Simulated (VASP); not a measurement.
These are revTPSS meta-GGA, VASP's PBE PAW potentials (set 64) (plane waves; VASP) values and carry that method's errors.

VASP ran on this input.

KPOINTS:
```
Regular mesh
0
G
13 13 11
0 0 0
```

### INCAR
```
# general
SYSTEM  = TiB2
PREC    = Accurate
ENCUT   = 520   # plane-wave cut-off (eV)
LREAL   = .FALSE.
LASPH   = .TRUE.

# electronic loop
EDIFF   = 1E-7   # SCF stop (eV)
NELM    = 100
ALGO    = Normal
LMAXMIX = 4   # l cut-off of mixed one-centre charges
LMIXTAU = .TRUE.

# smearing
ISMEAR  = -5   # tetrahedra, Bloechl

# functional
METAGGA = RTPSS

# ions
ISIF    = 2

# output
LWAVE   = .FALSE.
LCHARG  = .FALSE.
LORBIT  = 11   # lm-projected
NEDOS   = 601   # DOS grid

# other
LEFG    = .TRUE.
```

POSCAR:
```
TiB2
1
    1.5111874074    -2.6174533957    -0.0000000000
    1.5111874074     2.6174533957    -0.0000000000
    0.0000000000    -0.0000000000     3.1952705493
Ti B
1 2
Direct
  0.0000000000   0.0000000000   0.0000000000
  0.3333330000   0.6666670000   0.5000000000
  0.6666670000   0.3333330000   0.5000000000
```

### KPOINTS_OPT
```
k-points along high-symmetry lines
6
Line-mode
Reciprocal
  0.000000   0.000000   0.000000 ! GAMMA
 -0.000000   0.500000   0.000000 ! M

 -0.000000   0.500000   0.000000 ! M
 -0.333333   0.666667   0.000000 ! K

 -0.333333   0.666667   0.000000 ! K
  0.000000   0.000000   0.000000 ! GAMMA

  0.000000   0.000000   0.000000 ! GAMMA
  0.000000   0.000000   0.500000 ! A

  0.000000   0.000000   0.500000 ! A
 -0.000000   0.500000   0.500000 ! L

 -0.000000   0.500000   0.500000 ! L
 -0.333333   0.666667   0.500000 ! H

 -0.333333   0.666667   0.500000 ! H
  0.000000   0.000000   0.500000 ! A

 -0.000000   0.500000   0.500000 ! L
 -0.000000   0.500000   0.000000 ! M

 -0.333333   0.666667   0.500000 ! H
 -0.333333   0.666667   0.000000 ! K
```

POTCAR, in this order: Ti_sv B (PBE.64 set). Program: vasp_std.

### Question
What will the output report for the number of irreducible k-points (NKPTS), largest plane-wave count, number of space-group operations, FFT grid (NGX, NGY, NGZ)?

### Answer

* **number of irreducible k-points (NKPTS)**: 126
* **largest plane-wave count**: 702
* **number of space-group operations**: 24
* **FFT grid (NGX, NGY, NGZ)**: 24 × 24 × 24

The compound is TiB2 in the AlB2 type structure. It was relaxed first.
